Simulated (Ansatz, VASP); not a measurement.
# Cross-check of ZrC between VASP and Ansatz, part 2 of 2

One calculation is typed for both programs; each brings its own data sets. How far apart do they land? The cell is generated by rule, not measured, and may not be a known phase. Of the first pair: The two relaxations start from unlike cells of this crystal (the structure described is Ansatz's start), so only their ends are compared.

VASP 6.6.1 and Ansatz 0.2.0.

So far: Set-up; VASP: relaxation of cell and atoms, PBEsol, pair 1; Ansatz: relaxation of cell and atoms, PBEsol, pair 1; Side by side.

### 5. Ansatz: relaxation of cell and atoms, PBEsol, pair 2

Level of this step: Ansatz beside VASP: Kohn-Sham DFT, plane waves, PBEsol (Ansatz).

The relaxed volume is the usual yardstick between codes: in a stiff, nearly cubic crystal its relative difference is about their pressure difference at one cell divided by the bulk modulus. Its start cell is another than that of the pair before, and may be another structure of the material.

The cell is taken from a series of runs on this material, whose earlier steps may have relaxed, scaled, displaced or heated it; both programs get it as it stands.

The input, input.yaml:

```yaml
crystal:
  lattice:
    - [3.8577478829, 3.2679e-06, 0.0]
    - [-1.9288767715, 3.340906034, 0.0]
    - [0.0, 0.0, 4.6714573454]
  atoms:
    - { symbol: Zr, position: [0.3333333333, 0.6666666667, -0.0603008015] }
    - { symbol: Zr, position: [0.6666666667, 0.3333333333, 0.4396991985] }
    - { symbol: C, position: [0.3333333333, 0.6666666667, 0.4353008015] }
    - { symbol: C, position: [0.6666666667, 0.3333333333, 0.9353008015] }
kpoints:
  mp_grid: { grid: [12, 12, 8] }
hamiltonian:
  xc: pbesol
scf:
  occupations: { method: methfessel_paxton, width: 0.15 }
output:
  forces: true
  stress: true
  eigenvalues: true
relax:
  adjacent_minimum: "off"
  f_tol: 0.001
  max_steps: 60
  cell: { stress_tol: 0.01 }
```

The run is started by

```console
> ansatz run input.yaml --threads 4 --pin off --max-ram 7168MiB --backend cpu --events-out ev --progress --plain --runs-dir out
```

Numbers of over 12 decimals in the logs are rounded to 6 here.

Log:

```text
[...]
Crystal: 4 atoms, lattice volume = 60.208 Å³
Basis set: ecut = 420 eV, 1155 PW (Γ), exchange–correlation on 54×54×64 points (8 copies of the dense FFT grid, shifted against one another)
Bands: 20, of which v1, the nominal top of the filled ones, is band 16 counted from 1 (15 counted from 0)
Symmetry: 12 space group operations
[...]
k-points: 95 of 1152 (time reversal used)
[...]
--- Relaxed structure (5 steps of the walk, 5 accepted, 1 SCFs on fresh bases) ---
[...]
cell:  # Å, volume = 60.2075 Å³
    - [3.857625, 3.267775751873757e-6, 0]
    - [-1.928815, 3.340799, 0]
    - [0, 0, 4.671757]
  atoms:
    - { symbol: Zr, position: [0.333333, 0.666667, -0.060021] }
    - { symbol: Zr, position: [0.666667, 0.333333, 0.439979] }
    - { symbol: C, position: [0.333333, 0.666667, 0.435021] }
    - { symbol: C, position: [0.666667, 0.333333, 0.935021] }
[key lines of the parts left out:]
SCF converged after 6 iterations
Free energy (F): -8753.077232 eV
Fermi energy:    12.013157 eV
P = ⅓ Tr σ = -0.0017 GPa (-0.017 kbar)
```

### 6. VASP: relaxation of cell and atoms, PBEsol, pair 2

The same cell, functional, mesh and smearing now go to VASP, with its own data sets.

The input, INCAR:

```
SYSTEM = ZrC
PREC = Accurate
ENCUT = 600
EDIFF = 1E-07
NELM = 120
ISMEAR = 1
SIGMA = 0.15
LREAL = .FALSE.
ALGO = Normal
GGA = PS
NBANDS = 22
LASPH = .TRUE.
LORBIT = 11
LWAVE = .FALSE.
LCHARG = .FALSE.
ISIF = 3
IBRION = 2
NSW = 80
EDIFFG = -0.005
GGA_COMPAT = .FALSE.
NELMIN = 4
KPAR = 2
```

The input, POSCAR:

```
ZrC
1.0
    3.8577480000      0.0000030000      0.0000000000
   -1.9288770000      3.3409060000      0.0000000000
    0.0000000000      0.0000000000      4.6714570000
Zr C
2 2
Direct
    0.3333333832      0.6666667664      0.9396991131
    0.6666667664      0.3333335329      0.4396992202
    0.3333333832      0.6666667664      0.4353008066
    0.6666667664      0.3333335329      0.9353009136
```

The input, KPOINTS:

```
Automatic mesh
0
Gamma
12 12 8
0 0 0
```

Potentials, in the order of the species: Zr_sv and C (PBE family, release 64).

The run is started by

```console
> mpirun -np 2 vasp_std
```

Log:

```text
[banner, memory and clock lines left out]
running    2 mpi-ranks, on    1 nodes
[...]
[... a notice as in an earlier step ...]

 LDA part: xc-table for (Slater+PW92), standard interpolation
 POSCAR, INCAR and KPOINTS ok, starting setup
[...]
entering main loop
       N       E                     dE             d eps       ncg     rms          rms(c)
DAV:   1     0.290860163416E+03    0.29086E+03   -0.18445E+04  4180   0.160E+03
DAV:   2    -0.213286016472E+02   -0.31219E+03   -0.29768E+03  4892   0.418E+02
DAV:   3    -0.462501779884E+02   -0.24922E+02   -0.24500E+02  7314   0.959E+01
DAV:   4    -0.475993988874E+02   -0.13492E+01   -0.13477E+01  5710   0.208E+01
[...]
DAV:  12    -0.398820502644E+02    0.78824E-05   -0.16220E-05  5522   0.360E-02    0.385E-03
DAV:  13    -0.398820506932E+02   -0.42879E-06   -0.92896E-07  5854   0.798E-03    0.146E-03
DAV:  14    -0.398820507425E+02   -0.49266E-07   -0.69880E-08  3404   0.223E-03
   1 F= -.39882051E+02 E0= -.39881835E+02  d E =-.398821E+02
[...]
2 F= -.39881972E+02 E0= -.39881759E+02  d E =0.782683E-04
 trial-energy change:    0.000078  1 .order    0.000075   -0.000270    0.000420
 step:   0.3846(harm=  0.3911)  dis= 0.00004  next Energy=   -39.882102 (dE=-0.517E-04)
[...]
N       E                     dE             d eps       ncg     rms          rms(c)
DAV:   1    -0.398826988795E+02   -0.72640E-03   -0.23762E-02  4354   0.142E+00    0.323E-01
DAV:   2    -0.398822408073E+02    0.45807E-03   -0.21486E-03  5184   0.375E-01    0.113E-01
DAV:   3    -0.398820679516E+02    0.17286E-03   -0.66903E-04  6374   0.188E-01    0.472E-02
DAV:   4    -0.398820855082E+02   -0.17557E-04   -0.76516E-05  5682   0.441E-02    0.180E-02
DAV:   5    -0.398820977581E+02   -0.12250E-04   -0.26917E-05  6964   0.262E-02    0.118E-02
DAV:   6    -0.398821014991E+02   -0.37410E-05   -0.26010E-06  6682   0.999E-03    0.204E-03
DAV:   7    -0.398821016943E+02   -0.19526E-06   -0.32561E-07  4416   0.286E-03    0.171E-03
DAV:   8    -0.398821018859E+02   -0.19160E-06   -0.45003E-08  2666   0.175E-03    0.542E-04
DAV:   9    -0.398821019760E+02   -0.90112E-07   -0.18536E-08  2510   0.118E-03
   3 F= -.39882102E+02 E0= -.39881887E+02  d E =-.512336E-04
[...]
reached required accuracy - stopping structural energy minimisation
```

OUTCAR, selected parts (step 6):

```text
  Total        0.0046109      0.0046109     -0.0055064     -0.0000000      0.0000000      0.0000000
  in kB        0.1225553      0.1225553     -0.1463566     -0.0000000      0.0000000      0.0000000
  external PRESSURE =       0.0329180 kB  Pullay stress =       0.0000000 kB

 POSITION                                       TOTAL-FORCE (eV/Angst)
 -----------------------------------------------------------------------------------
     -0.00000      2.22809      4.39183        -0.000000      0.000000      0.002679
      1.92958      1.11404      2.05502         0.000000      0.000000      0.002679
     -0.00000      2.22809      2.03439         0.000000     -0.000000     -0.002679
      1.92958      1.11404      4.37119        -0.000000     -0.000000     -0.002679
 -----------------------------------------------------------------------------------
    total drift:                                0.000000     -0.001373     -0.000078

  FREE ENERGIE OF THE ION-ELECTRON SYSTEM (eV)
  ---------------------------------------------------
  free  energy   TOTEN  =       -39.8821019760 eV

  energy  without entropy=      -39.8814579646  energy(sigma->0) =      -39.88188731

[... 1 part as in an earlier step ...]

[... 3 further parts left out ...]
[key lines of the parts left out:]
E-fermi :   7.4641
```

### 7. Differences

The two programs side by side:

| quantity | Ansatz | VASP | difference |
| --- | --- | --- | --- |
| volume (Å³) | 60.21 | 60.28 | -0.12 % |
| edge a after relaxation, in the typed setting (Å) | 3.858 | 3.859 | -0.04 % |
| edge c after relaxation, in the typed setting (Å) | 4.672 | 4.674 | -0.04 % |

### 8. VASP: relaxation of cell and atoms, PBEsol, pair 3

The relaxed volume is the usual yardstick between codes: in a stiff, nearly cubic crystal its relative difference is about their pressure difference at one cell divided by the bulk modulus.

Edit INCAR of step 6 so:

```diff
@@ -5,4 +5,4 @@
 NELM = 120
-ISMEAR = 1
-SIGMA = 0.15
+ISMEAR = 0
+SIGMA = 0.1
 LREAL = .FALSE.
```

The input, POSCAR:

```
ZrC
1.0
    3.8516990000      0.0000030000      0.0000000000
   -1.9258520000      3.3356680000      0.0000000000
    0.0000000000      0.0000000000      4.6880650000
Zr C
2 2
Direct
    0.3333332968      0.6666667666      0.9450587822
    0.6666667032      0.3333332334      0.4450586756
    0.3333332968      0.6666667666      0.4299411378
    0.6666667032      0.3333332334      0.9299412444
```

KPOINTS is that of step 6.

The run is started by

```console
> mpirun -np 2 vasp_std
```

Log:

```text
[... set-up lines as in an earlier step ...]
 entering main loop
       N       E                     dE             d eps       ncg     rms          rms(c)
DAV:   1     0.290154514128E+03    0.29015E+03   -0.18404E+04  4180   0.160E+03
DAV:   2    -0.211920501107E+02   -0.31135E+03   -0.29586E+03  4808   0.418E+02
DAV:   3    -0.462970386554E+02   -0.25105E+02   -0.24700E+02  7336   0.958E+01
DAV:   4    -0.475941476624E+02   -0.12971E+01   -0.12958E+01  5718   0.206E+01
[...]
DAV:  12    -0.398783331820E+02    0.80102E-05   -0.16929E-05  5562   0.364E-02    0.477E-03
DAV:  13    -0.398783334965E+02   -0.31451E-06   -0.10130E-06  5786   0.806E-03    0.134E-03
DAV:  14    -0.398783334801E+02    0.16470E-07   -0.65228E-08  3506   0.218E-03
   1 F= -.39878333E+02 E0= -.39877475E+02  d E =-.398783E+02
[... from here on, the cycles between the ionic steps are left out ...]
   2 F= -.39880163E+02 E0= -.39879121E+02  d E =-.182959E-02
   3 F= -.39880436E+02 E0= -.39879310E+02  d E =-.210299E-02
   4 F= -.39881412E+02 E0= -.39880232E+02  d E =-.975219E-03
   5 F= -.39882991E+02 E0= -.39881756E+02  d E =-.255419E-02
   6 F= -.39883066E+02 E0= -.39881832E+02  d E =-.262999E-02
   7 F= -.39883143E+02 E0= -.39881909E+02  d E =-.762567E-04
   8 F= -.39883177E+02 E0= -.39881941E+02  d E =-.110865E-03
   9 F= -.39883178E+02 E0= -.39881942E+02  d E =-.111551E-03
  10 F= -.39883185E+02 E0= -.39881947E+02  d E =-.677275E-05
 trial-energy change:   -0.000007  1 .order   -0.000007   -0.000010   -0.000004
 step:   0.8042(harm=  0.8042)  dis= 0.00062  next Energy=   -39.883186 (dE=-0.813E-05)
 reached required accuracy - stopping structural energy minimisation
```

Parts of OUTCAR (step 8):

```text
  Total       -0.0107740     -0.0107740     -0.0008592     -0.0000000     -0.0000000      0.0000000
  in kB       -0.2863235     -0.2863235     -0.0228337     -0.0000000     -0.0000000      0.0000000
  external PRESSURE =      -0.1984936 kB  Pullay stress =       0.0000000 kB

 POSITION                                       TOTAL-FORCE (eV/Angst)
 -----------------------------------------------------------------------------------
     -0.00000      2.22832      4.39178        -0.000000      0.000000     -0.000991
      1.92978      1.11416      2.05512        -0.000000     -0.000000     -0.000991
     -0.00000      2.22832      2.03403        -0.000000      0.000000      0.000991
      1.92978      1.11416      4.37068         0.000000     -0.000000      0.000991
 -----------------------------------------------------------------------------------
    total drift:                               -0.000538      0.000311     -0.000071

  FREE ENERGIE OF THE ION-ELECTRON SYSTEM (eV)
  ---------------------------------------------------
  free  energy   TOTEN  =       -39.8831847903 eV

  energy  without entropy=      -39.8807096887  energy(sigma->0) =      -39.88194724

[... 2 parts as in an earlier step ...]

[... 2 further parts left out ...]
[key lines of the parts left out:]
E-fermi :   7.4622
```

### 9. Ansatz: relaxation of cell and atoms, PBEsol, pair 3

The same cell, functional, mesh and smearing now go to Ansatz, which takes its cutoff from its data sets.

The cell is taken from a series of runs on this material, whose earlier steps may have relaxed, scaled, displaced or heated it; both programs get it as it stands.

The input, input.yaml:

```yaml
crystal:
  lattice:
    - [3.8516991929, 3.2628e-06, 0.0]
    - [-1.9258524221, 3.3356677173, 0.0]
    - [0.0, 0.0, 4.6880649012]
  atoms:
    - { symbol: Zr, position: [0.3333333333, 0.6666666667, -0.0549412302] }
    - { symbol: Zr, position: [0.6666666667, 0.3333333333, 0.4450587698] }
    - { symbol: C, position: [0.3333333333, 0.6666666667, 0.4299412302] }
    - { symbol: C, position: [0.6666666667, 0.3333333333, 0.9299412302] }
kpoints:
  mp_grid: { grid: [12, 12, 8] }
hamiltonian:
  xc: pbesol
scf:
  occupations: { method: gaussian, width: 0.1 }
output:
  forces: true
  stress: true
  eigenvalues: true
relax:
  adjacent_minimum: "off"
  f_tol: 0.005
  max_steps: 80
  cell: { stress_tol: 0.05 }
```

The run is started by

```console
> ansatz run input.yaml --threads 4 --pin off --max-ram 7168MiB --backend cpu --events-out ev --progress --plain --runs-dir out
```

Log:

```text
[...]
Crystal: 4 atoms, lattice volume = 60.232 Å³
Basis set: ecut = 420 eV, 1155 PW (Γ), exchange–correlation on 54×54×64 points (8 copies of the dense FFT grid, shifted against one another)
Bands: 20, of which v1, the nominal top of the filled ones, is band 16 counted from 1 (15 counted from 0)
Symmetry: 12 space group operations
[...]
k-points: 95 of 1152 (time reversal used)
[...]
cell:  # Å, volume = 60.2075 Å³
    - [3.857748, 3.2679136575765334e-6, 0]
    - [-1.928877, 3.340906, 1.21723877742014e-19]
    - [0, 1.7107502522279305e-19, 4.671457]
  atoms:
    - { symbol: Zr, position: [0.333333, 0.666667, -0.060301] }
    - { symbol: Zr, position: [0.666667, 0.333333, 0.439699] }
    - { symbol: C, position: [0.333333, 0.666667, 0.435301] }
    - { symbol: C, position: [0.666667, 0.333333, 0.935301] }
[key lines of the parts left out:]
SCF converged after 3 iterations
Free energy (F): -8753.078302 eV
Fermi energy:    12.006617 eV
P = ⅓ Tr σ = -0.0044 GPa (-0.044 kbar)
```

### 10. Comparison

Compared:

| quantity | Ansatz | VASP | difference |
| --- | --- | --- | --- |
| volume (Å³) | 60.21 | 60.29 | -0.13 % |
| edge a after relaxation, in the typed setting (Å) | 3.858 | 3.860 | -0.05 % |
| edge c after relaxation, in the typed setting (Å) | 4.671 | 4.673 | -0.04 % |

### 11. What came out

```
difference in volume (relaxation of cell and atoms, PBEsol, pair 1) : -0.12 %
difference in volume (relaxation of cell and atoms, PBEsol, pair 2) : -0.12 %
difference in volume (relaxation of cell and atoms, PBEsol, pair 3) : -0.13 %
```

**Reading.** The difference in volume is -0.13 % (relaxation of cell and atoms, PBEsol, pair 3), within the 1.2 % picked in this series as the mark of a large difference, as far as the stopping tolerances let one tell. Such differences can come from data sets, numerical settings and the points named under the comparisons, not from the functional's error against experiment.

[Lines on the potential files, build, host, timing and source positions are cut from VASP's logs without a mark.]

[Logs are printed without paths, hosts, clocks, repeated set-up lines and the standing remarks that a program may print on its own settings, such as how far it seeks lower states.]

[Hosts, paths, dates, database ids (printed as entryN), source tags and the programs' standing remarks are cut or masked in the printed files.]
